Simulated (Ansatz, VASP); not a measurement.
# TePbS (1T-PbSTe, 1 layer) in two plane-wave programs, part 2 of 2

Wanted: the spread between two codes on one cell, functional and k mesh. The structure shown is the start of the Ansatz relaxation below; VASP solves that cell, so the two are compared at the walk's first step.

VASP 6.6.1 and Ansatz 0.2.0.

So far: The structure; Ansatz: relaxation, PBE.

## 3. VASP: single point, PBE, start cell

Level of this step: PBE; plane waves and PAW (Te, Pb_d, S) (VASP).

The same cell, functional, mesh and smearing now go to VASP, with its own data sets.

Lines of VASP's logs that name or quote its potential files are left out, and so is its time.

The input, INCAR:

```
SYSTEM = TePbS
PREC = Accurate
ENCUT = 400
EDIFF = 1E-06
NELM = 120
ISMEAR = -1
SIGMA = 0.05
LREAL = .FALSE.
ALGO = Normal
GGA = PE
NBANDS = 19
LORBIT = 11
LWAVE = .FALSE.
LCHARG = .FALSE.
ISIF = 2
LDIPOL = .TRUE.
IDIPOL = 3
DIPOL = 0.5 0.5 0.506
LVHAR = .TRUE.
LASPH = .TRUE.
GGA_COMPAT = .FALSE.
NELMDL = -8
```

The input, POSCAR:

```
TePbS
1.0
    3.6456920000      0.0000000000      0.0000000000
   -1.8228460000      3.1572620000      0.0000000000
    0.0000000000      0.0000000000     17.8327320000
Te Pb S
1 1 1
Direct
    0.6666667195      0.3333334389      0.4205749293
    0.0000000000      0.0000000000      0.5166517391
    0.3333332805      0.6666665611      0.5794250707
```

The input, KPOINTS:

```
Automatic mesh
0
Gamma
12 12 1
0 0 0
```

PAW data sets: Te, Pb_d and S (PBE family, release 64).

Run with:

```sh
mpirun -np 1 vasp_std
```

Numbers of over 12 decimals in the logs are rounded to 6 here.

The program printed:

```text
[banner, memory and clock lines left out]
running    1 mpi-ranks, on    1 nodes
 distrk:  each k-point on    1 cores,    1 groups
 distr:  one band on    1 cores,    1 groups

 POSCAR found type information on POSCAR TePbS
 POSCAR found :  3 types and       3 ions
 LDA part: xc-table for (Slater+PW92), standard interpolation
 POSCAR, INCAR and KPOINTS ok, starting setup
 FFT: planning ... GRIDC
 FFT: planning ... GRID_SOFT
 FFT: planning ... GRID
 WAVECAR not read
 entering main loop
       N       E                     dE             d eps       ncg     rms          rms(c)
DAV:   1     0.225101463191E+03    0.22510E+03   -0.96358E+03   746   0.913E+02
DAV:   2     0.135023773306E+02   -0.21160E+03   -0.20703E+03   894   0.270E+02
DAV:   3    -0.736022743046E+01   -0.20863E+02   -0.20684E+02   958   0.107E+02
DAV:   4    -0.802495020526E+01   -0.66472E+00   -0.66389E+00  1000   0.243E+01
DAV:   5    -0.804311548086E+01   -0.18165E-01   -0.18162E-01  1136   0.333E+00
DAV:   6    -0.804326808446E+01   -0.15260E-03   -0.15260E-03  1016   0.293E-01
DAV:   7    -0.804327400556E+01   -0.59211E-05   -0.59210E-05  1144   0.530E-02
DAV:   8    -0.804327405557E+01   -0.50014E-07   -0.50080E-07   803   0.497E-03    0.124E+01
DAV:   9    -0.761450354852E+01    0.42877E+00   -0.84781E-01  1033   0.135E+01    0.769E+00
DAV:  10    -0.758788943991E+01    0.26614E-01   -0.76462E-01   950   0.783E+00    0.151E+00
DAV:  11    -0.756687713666E+01    0.21012E-01   -0.16981E-01   913   0.354E+00    0.697E-01
DAV:  12    -0.756194958749E+01    0.49275E-02   -0.31012E-02   986   0.202E+00    0.170E-01
DAV:  13    -0.756189842530E+01    0.51162E-04   -0.38285E-03   965   0.729E-01    0.111E-01
DAV:  14    -0.756188666658E+01    0.11759E-04   -0.29132E-04  1073   0.167E-01    0.554E-02
[...]
DAV:  18    -0.756197011187E+01   -0.24711E-04   -0.11918E-05   813   0.182E-02    0.580E-03
DAV:  19    -0.756199721204E+01   -0.27100E-04   -0.27751E-06   749   0.978E-03    0.315E-03
DAV:  20    -0.756201342799E+01   -0.16216E-04   -0.13546E-06   788   0.560E-03    0.187E-03
DAV:  21    -0.756202424365E+01   -0.10816E-04   -0.15372E-07   843   0.359E-03    0.186E-03
DAV:  22    -0.756203849060E+01   -0.14247E-04   -0.65300E-07   758   0.402E-03    0.166E-03
DAV:  23    -0.756204232070E+01   -0.38301E-05   -0.69317E-08   755   0.119E-03    0.916E-04
DAV:  24    -0.756204583806E+01   -0.35174E-05   -0.12999E-07   692   0.108E-03    0.560E-04
DAV:  25    -0.756204667526E+01   -0.83720E-06   -0.14075E-08   816   0.463E-04
   1 F= -.75620467E+01 E0= -.75561900E+01  d E =-.117134E-01
```

From OUTCAR (step 3):

```text
ion  position               nearest neighbor table
   1  0.667  0.333  0.421-   2 2.71   2 2.71   2 2.71
   2  0.000  0.000  0.517-   3 2.38   3 2.38   3 2.38   1 2.71   1 2.71   1 2.71
   3  0.333  0.667  0.579-   2 2.38   2 2.38   2 2.38

  LATTYP: Found a hexagonal cell.
 ALAT       =     3.6456920000
 C/A-ratio  =     4.8914532550

 Subroutine GETGRP returns: Found  6 space group operations
 (whereof  6 operations were pure point group operations)

The static configuration has the point symmetry C_3v.

 Found     19 irreducible k-points:

   k-points           NKPTS =     19   k-points in BZ     NKDIM =     19   number of bands    NBANDS=     19

   dimension x,y,z NGX =    24 NGY =   24 NGZ =  120
   dimension x,y,z NGXF=    48 NGYF=   48 NGZF=  240

   ENCUT  =  400.0 eV  29.40 Ry    5.42 a.u.   5.95  5.95 29.08*2*pi/ulx,y,z

   NELECT =      26.0000    total number of electrons

 k-points in reciprocal lattice and weights: Automatic mesh
   0.00000000  0.00000000  0.00000000       0.007
   0.08333333  0.00000000  0.00000000       0.042
   0.16666667 -0.00000000  0.00000000       0.042
   0.25000000 -0.00000000  0.00000000       0.042
   0.33333333 -0.00000000  0.00000000       0.042
   0.41666667 -0.00000000  0.00000000       0.042
   0.50000000 -0.00000000  0.00000000       0.021
   0.08333333  0.08333333  0.00000000       0.042
   0.16666667  0.08333333  0.00000000       0.083
[...]
0.33333333  0.25000000  0.00000000       0.083
   0.33333333  0.33333333  0.00000000       0.014

 dipolmoment           0.000000      0.000000      0.009241 electrons x Angstroem

 average (electrostatic) potential at core
       1 -94.6925       2 -98.6129       3 -92.6371

 E-fermi :  -0.4266

 k-point     1 :       0.0000    0.0000    0.0000
  band No.  band energies     occupation
    ...
      7     -13.3112      2.00000
      8      -7.0166      2.00000
      9      -3.2002      2.00000
     10      -3.2002      2.00000
     11      -2.7094      2.00000
     12      -0.1531      0.00838
     13      -0.0378      0.00084
     14      -0.0378      0.00084
     15       2.9569      0.00000
     16       3.4402      0.00000
    ...

 k-point     2 :       0.0833    0.0000    0.0000
  band No.  band energies     occupation
    ...
      8      -7.0555      2.00000
      9      -3.7915      2.00000
     10      -3.3630      2.00000
     11      -2.6439      2.00000
     12      -0.7881      1.99855
     13      -0.1282      0.00510
     14       0.3130      0.00000
     15       2.9523      0.00000
     16       3.6309      0.00000
     17       3.7169      0.00000
    ...

 k-point     3 :       0.1667   -0.0000    0.0000
  band No.  band energies     occupation
    ...
      8      -7.2992      2.00000
      9      -4.7883      2.00000
     10      -3.7709      2.00000
     11      -2.5191      2.00000
     12      -2.0474      2.00000
     13      -0.3358      0.27959
     14       0.7538      0.00000
     15       2.7461      0.00000
     16       4.1139      0.00000
     17       4.2808      0.00000
    ...

  Total       16.8833622     16.8833634     15.8701075      0.0000000     -0.0000000      0.0000000
  in kB      131.7835007    131.7835102    123.8745162      0.0000000     -0.0000000      0.0000000
  external PRESSURE =     129.1471757 kB  Pullay stress =       0.0000000 kB

  energy-cutoff  :      400.00
  volume of cell :      205.26
      direct lattice vectors                 reciprocal lattice vectors
     3.645692000  0.000000000  0.000000000     0.274296348  0.158365064  0.000000000
    -1.822846000  3.157262000  0.000000000     0.000000000  0.316730129  0.000000000
     0.000000000  0.000000000 17.832732000     0.000000000  0.000000000  0.056076657

 POSITION                                       TOTAL-FORCE (eV/Angst)
 -----------------------------------------------------------------------------------
      1.82285      1.05242      7.50000         0.000000      0.000000     -5.295537
      0.00000      0.00000      9.21331         0.000000     -0.000000     -0.803409
     -0.00000      2.10484     10.33273        -0.000000      0.000000      6.098946
 -----------------------------------------------------------------------------------
    total drift:                               -0.000000      0.000068     -0.000588

  FREE ENERGIE OF THE ION-ELECTRON SYSTEM (eV)
  ---------------------------------------------------
  free  energy   TOTEN  =        -7.5620466753 eV

  energy  without entropy=       -7.5503332330  energy(sigma->0) =       -7.55618995

 vacuum level on the upper side and lower side of the slab         4.534         4.390

 total charge
# of ion       s       p       d       tot
------------------------------------------
    1        1.412   2.074   0.054   3.540
    2        1.205   1.160  10.000  12.365
    3        1.363   2.476   0.000   3.839
--------------------------------------------------
tot          3.980   5.709  10.055  19.744

[... 3 further parts left out ...]
```

## 4. Comparison

Known differences besides the potentials themselves: the data sets hold 36 valence electrons in Ansatz (on its default PAW (the set named soft_2) files) and 26 in VASP; the cutoff is 420 eV in Ansatz and 400 eV in VASP. Total energies have different zeros and are not compared.

Forces (eV/Å; atoms numbered as in POSCAR):

| atom | Ansatz x, y, z | VASP x, y, z |
| --- | --- | --- |
| Te1 | 0.000, 0.000, -5.265 | 0.000, 0.000, -5.296 |
| Pb2 | 0.000, 0.000, -0.845 | 0.000, 0.000, -0.803 |
| S3 | 0.000, 0.000, 6.110 | 0.000, 0.000, 6.099 |

The forces differ by 18 meV/Å r.m.s., which is 0.7 % of the r.m.s. force of 2.706 eV/Å (both taken over all components). With vacuum in the cell, a pressure given here is an average over mostly empty space and none of the material.

## 5. What came out

```json
{"r.m.s. force difference (single point, PBE, start cell)": "0.65 % of the r.m.s. force"}
```

**Reading.** The r.m.s. force difference is 0.65 % of the r.m.s. force (single point, PBE, start cell), within the 3 % picked in this series as the mark of a large difference. The data sets hold unlike numbers of valence electrons (36 in Ansatz and 26 in VASP), so part of the differences comes from the potentials. Such differences can come from data sets, numerical settings and the points named under the comparisons, not from the functional's error against experiment.

[Lines on the potential files, build, host, timing and source positions are cut from VASP's logs without a mark.]

[Logs are printed without paths, hosts, clocks, repeated set-up lines and the standing remarks that a program may print on its own settings, such as how far it seeks lower states.]

[Hosts, paths, dates, database ids (printed as entryN), source tags and the programs' standing remarks are cut or masked in the printed files.]
